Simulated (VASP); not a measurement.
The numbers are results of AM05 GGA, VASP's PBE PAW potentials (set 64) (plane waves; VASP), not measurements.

VASP ran on this input.

### POSCAR
```
FePt
1.0
  2.7200000000   0.0000000000   0.0000000000
  0.0000000000   2.7200000000   0.0000000000
  0.0000000000   0.0000000000   3.7100000000
Fe Pt
1 1
Cartesian
  0.0000000000   0.0000000000   0.0000000000
  1.3600000000   1.3600000000   1.8550000000
```

INCAR:
```
! general
SYSTEM =FePt
PREC   =Accurate
ENCUT  =520   ! plane-wave cut-off (eV)
LREAL  =F
LASPH  =T   ! aspherical one-centre terms

! electronic loop
EDIFF  =1E-6   ! SCF stop (eV)
NELM   =100   ! most electronic steps
ALGO   =Normal
LMAXMIX=6

! smearing
ISMEAR =1   ! Methfessel-Paxton
SIGMA  =0.1   ! width (eV)

! functional
GGA    =AM   ! AM05

! spin
ISPIN  =2
MAGMOM =3.0 0.0

! ions
IBRION =2   ! conjugate gradients
NSW    =60
ISIF   =3   ! ions, shape and volume
EDIFFG =-0.01   ! ionic stop

! output
LWAVE  =F
LCHARG =F
LORBIT =10
```

**KPOINTS**
```
K-points
0
gamma
12 12 9
```

POTCAR, in this order: Fe Pt (PBE.64 set). Program: vasp_std.

Output of the run:

### OSZICAR
```
       N       E                     dE             d eps       ncg     rms          rms(c)
DAV:   1     0.932875979652E+02    0.93288E+02   -0.87592E+03  8616   0.132E+03
DAV:   2    -0.139231754848E+02   -0.10721E+03   -0.96207E+02  8617   0.259E+02
DAV:   3    -0.173213194306E+02   -0.33981E+01   -0.32860E+01 10529   0.554E+01
DAV:   4    -0.173560770369E+02   -0.34758E-01   -0.34743E-01  9504   0.476E+00
DAV:   5    -0.173569827637E+02   -0.90573E-03   -0.90571E-03 11197   0.877E-01    0.173E+01
DAV:   6    -0.186658561370E+02   -0.13089E+01   -0.15432E+01  9128   0.873E+01    0.250E+01
DAV:   7    -0.158542796444E+02    0.28116E+01   -0.10688E+01 10861   0.839E+01    0.903E+00
DAV:   8    -0.158265730364E+02    0.27707E-01   -0.50288E-01  9894   0.108E+01    0.438E+00
DAV:   9    -0.157367750399E+02    0.89798E-01   -0.13643E-01 12373   0.762E+00    0.186E+00
DAV:  10    -0.157236283762E+02    0.13147E-01   -0.39501E-02 12649   0.397E+00    0.748E-01
DAV:  11    -0.157225732695E+02    0.10551E-02   -0.23165E-03 12330   0.838E-01    0.273E-01
DAV:  12    -0.157223956866E+02    0.17758E-03   -0.25368E-04 11236   0.228E-01    0.617E-02
DAV:  13    -0.157224096470E+02   -0.13960E-04   -0.36674E-05 11085   0.122E-01    0.360E-02
DAV:  14    -0.157224066306E+02    0.30165E-05   -0.32184E-06  8023   0.467E-02    0.132E-02
DAV:  15    -0.157224060250E+02    0.60556E-06   -0.15599E-06  5703   0.318E-02
   1 F= -.15722406E+02 E0= -.15721960E+02  d E =-.157224E+02  mag=     3.2862
       N       E                     dE             d eps       ncg     rms          rms(c)
DAV:   1    -0.166685971893E+02   -0.94619E+00   -0.17353E+01  8568   0.569E+01    0.881E+00
DAV:   2    -0.157006027455E+02    0.96799E+00   -0.21460E+00  9569   0.188E+01    0.450E+00
DAV:   3    -0.156968076902E+02    0.37951E-02   -0.66550E-02 10496   0.345E+00    0.226E+00
DAV:   4    -0.156933890582E+02    0.34186E-02   -0.92579E-03 12261   0.237E+00    0.674E-01
DAV:   5    -0.156920281962E+02    0.13609E-02   -0.11081E-02  9891   0.280E+00    0.709E-01
DAV:   6    -0.156900368077E+02    0.19914E-02   -0.40439E-03 12291   0.143E+00    0.169E-01
DAV:   7    -0.156901501909E+02   -0.11338E-03   -0.34373E-04 10184   0.270E-01    0.577E-02
DAV:   8    -0.156901776068E+02   -0.27416E-04   -0.40012E-05 11221   0.994E-02    0.407E-02
DAV:   9    -0.156901877264E+02   -0.10120E-04   -0.78643E-06  9878   0.367E-02    0.131E-02
DAV:  10    -0.156901871940E+02    0.53238E-06   -0.16470E-06  5742   0.315E-02
   2 F= -.15690187E+02 E0= -.15690272E+02  d E =0.322188E-01  mag=     3.1041
       N       E                     dE             d eps       ncg     rms          rms(c)
DAV:   1    -0.161333604266E+02   -0.44317E+00   -0.70675E+00  8554   0.374E+01    0.485E+00
DAV:   2    -0.157447276055E+02    0.38863E+00   -0.92531E-01  9562   0.130E+01    0.303E+00
DAV:   3    -0.157497846752E+02   -0.50571E-02   -0.56938E-02 10873   0.495E+00    0.227E+00
DAV:   4    -0.157421467017E+02    0.76380E-02   -0.41529E-02 10890   0.572E+00    0.888E-01
DAV:   5    -0.157397692873E+02    0.23774E-02   -0.13516E-02 10264   0.310E+00    0.705E-01
DAV:   6    -0.157385538284E+02    0.12155E-02   -0.26875E-03 12461   0.103E+00    0.110E-01
DAV:   7    -0.157385936242E+02   -0.39796E-04   -0.16584E-04  9843   0.163E-01    0.421E-02
DAV:   8    -0.157386001863E+02   -0.65622E-05   -0.19266E-05 12234   0.760E-02    0.311E-02
DAV:   9    -0.157386030692E+02   -0.28829E-05   -0.45053E-06  9968   0.366E-02    0.777E-03
DAV:  10    -0.157386032580E+02   -0.18882E-06   -0.49227E-07  4641   0.124E-02
   3 F= -.15738603E+02 E0= -.15738427E+02  d E =-.161972E-01  mag=     3.2242
       N       E                     dE             d eps       ncg     rms          rms(c)
DAV:   1    -0.157386651590E+02   -0.62090E-04   -0.96239E-04  8575   0.427E-01    0.584E-02
DAV:   2    -0.157386110124E+02    0.54147E-04   -0.13090E-04  9667   0.139E-01    0.349E-02
DAV:   3    -0.157386109061E+02    0.10627E-06   -0.36351E-06  9451   0.379E-02
   4 F= -.15738611E+02 E0= -.15738442E+02  d E =-.162049E-01  mag=     3.2230
       N       E                     dE             d eps       ncg     rms          rms(c)
DAV:   1    -0.157412224631E+02   -0.26115E-02   -0.11297E-01  9373   0.273E+00    0.313E-01
DAV:   2    -0.157410047146E+02    0.21775E-03   -0.70664E-03 11616   0.204E+00    0.491E-01
DAV:   3    -0.157396410248E+02    0.13637E-02   -0.38643E-03 10751   0.172E+00    0.151E-01
DAV:   4    -0.157393699178E+02    0.27111E-03   -0.40727E-04 10734   0.212E-01    0.662E-02
DAV:   5    -0.157393605181E+02    0.93997E-05   -0.34524E-05 12164   0.106E-01    0.236E-02
DAV:   6    -0.157393578924E+02    0.26257E-05   -0.22712E-06  7634   0.200E-02    0.947E-03
DAV:   7    -0.157393576371E+02    0.25533E-06   -0.61958E-07  4510   0.861E-03
   5 F= -.15739358E+02 E0= -.15739210E+02  d E =-.746731E-03  mag=     3.2113
       N       E                     dE             d eps       ncg     rms          rms(c)
DAV:   1    -0.157410462653E+02   -0.16884E-02   -0.89810E-02  9373   0.243E+00    0.277E-01
DAV:   2    -0.157408474776E+02    0.19879E-03   -0.54032E-03 11645   0.178E+00    0.424E-01
DAV:   3    -0.157397974939E+02    0.10500E-02   -0.29718E-03 10758   0.151E+00    0.135E-01
DAV:   4    -0.157395848325E+02    0.21266E-03   -0.31705E-04 10799   0.189E-01    0.606E-02
DAV:   5    -0.157395771823E+02    0.76501E-05   -0.26430E-05 12115   0.921E-02    0.213E-02
DAV:   6    -0.157395750527E+02    0.21296E-05   -0.16297E-06  6640   0.174E-02    0.839E-03
DAV:   7    -0.157395748598E+02    0.19294E-06   -0.56230E-07  4468   0.792E-03
   6 F= -.15739575E+02 E0= -.15739442E+02  d E =-.963954E-03  mag=     3.1999
```

OUTCAR:
```
------------------------ aborting loop because EDIFF is reached ----------------------------------------
  FORCE on cell =-STRESS in cart. coord.  units (eV):
  Direction    XX          YY          ZZ          XY          YZ          ZX
  --------------------------------------------------------------------------------------
  Total        0.0038726      0.0038726      0.0003464      0.0000000     -0.0000000      0.0000000
  in kB        0.2327667      0.2327667      0.0208205      0.0000000     -0.0000000      0.0000000
  external PRESSURE =       0.1621180 kB  Pullay stress =       0.0000000 kB
  volume of cell :       26.66
      direct lattice vectors                 reciprocal lattice vectors
     2.681011829 -0.000000000  0.000000000     0.372993505 -0.000000000  0.000000000
    -0.000000000  2.681011829  0.000000000    -0.000000000  0.372993505  0.000000000
    -0.000000000 -0.000000000  3.708506746    -0.000000000 -0.000000000  0.269650312
 POSITION                                       TOTAL-FORCE (eV/Angst)
 -----------------------------------------------------------------------------------
     -0.00000     -0.00000      0.00000         0.000000      0.000000      0.000000
      1.34051      1.34051      1.85425        -0.000000     -0.000000      0.000000
 -----------------------------------------------------------------------------------
    total drift:                               -0.000000      0.000000      0.000000
  FREE ENERGIE OF THE ION-ELECTRON SYSTEM (eV)
  ---------------------------------------------------
  free  energy   TOTEN  =       -15.7395748598 eV

  energy  without entropy=      -15.7391766987  energy(sigma->0) =      -15.73944214

 total charge

# of ion       s       p       d       tot
------------------------------------------
    1        0.424   0.482   6.153   7.059
    2        0.724   0.711   8.064   9.499
--------------------------------------------------
tot          1.147   1.193  14.217  16.558

 magnetization (x)

# of ion       s       p       d       tot
------------------------------------------
    1       -0.000  -0.008   2.847   2.839
    2       -0.024  -0.063   0.403   0.316
--------------------------------------------------
tot         -0.024  -0.071   3.249   3.154

 reached required accuracy - stopping structural energy minimisation
```
(Selected blocks of OUTCAR.)

CONTCAR:
```
FePt
   1.00000000000000
     2.6810118293814744   -0.0000000000000000    0.0000000000000000
    -0.0000000000000000    2.6810118293814744    0.0000000000000000
    -0.0000000000000000   -0.0000000000000000    3.7085067461919397
  Fe              Pt
     1     1
Direct
     0.0000000000000000    0.0000000000000000    0.0000000000000000
     0.5000000000000000    0.5000000000000000    0.5000000000000000
```

### OUTCAR
```
 val. band max:        8.9625641944   @ k =   0.3333   0.1667   0.2222

 cond. band min:       8.9689596786   @ k =   0.5000   0.1667   0.1111


 Fermi energy:         8.9656998754

 spin component 1

 k-point     1 :       0.0000    0.0000    0.0000
  band No.  band energies     occupation
      1      -0.9594      1.00000
      2       2.3626      1.00000
      3       2.5052      1.00000
      4       5.5163      1.00000
      5       5.5163      1.00000
      6       5.9977      1.00000
      7       7.0168      1.00000
      8       7.1395      1.00000
      9       8.5724      1.00000
     10       8.7108      1.00093
     11       8.7108      1.00093
     12      11.0497      0.00000
     13      18.9365      0.00000
     14      21.0214      0.00000
     15      21.0214      0.00000

 k-point     2 :       0.0833    0.0000    0.0000
  band No.  band energies     occupation
      1      -0.7704      1.00000
      2       2.4656      1.00000
      3       2.6376      1.00000
      4       5.4280      1.00000
      5       5.5711      1.00000
      6       6.0495      1.00000
      7       6.9676      1.00000
      8       7.1392      1.00000
      9       8.0844      1.00000
     10       8.3971      1.00000
     11       8.6611      1.00007
     12      11.8550      0.00000
     13      18.7838      0.00000
     14      20.1095      0.00000
     15      21.3747      0.00000

 k-point     3 :       0.1667    0.0000    0.0000
  band No.  band energies     occupation
      1      -0.2339      1.00000
      2       2.6996      1.00000
      3       3.0743      1.00000
      4       5.1731      1.00000
      5       5.7316      1.00000
      6       6.1556      1.00000
      7       6.8338      1.00000
      8       7.1187      1.00000
      9       7.1856      1.00000
     10       7.9539      1.00000
     11       8.5145      1.00000
     12      13.3717      0.00000
     13      17.5328      0.00000
...
```

Energy and stress use the plane-wave basis of the starting cell. Unless said otherwise, spin-orbit coupling is left out, though it shifts the bands of the heavy elements here.

The compound is FePt in the L1_0 structure. This run relaxes it. Symmetry was kept, so distortions that lower it aren't found.
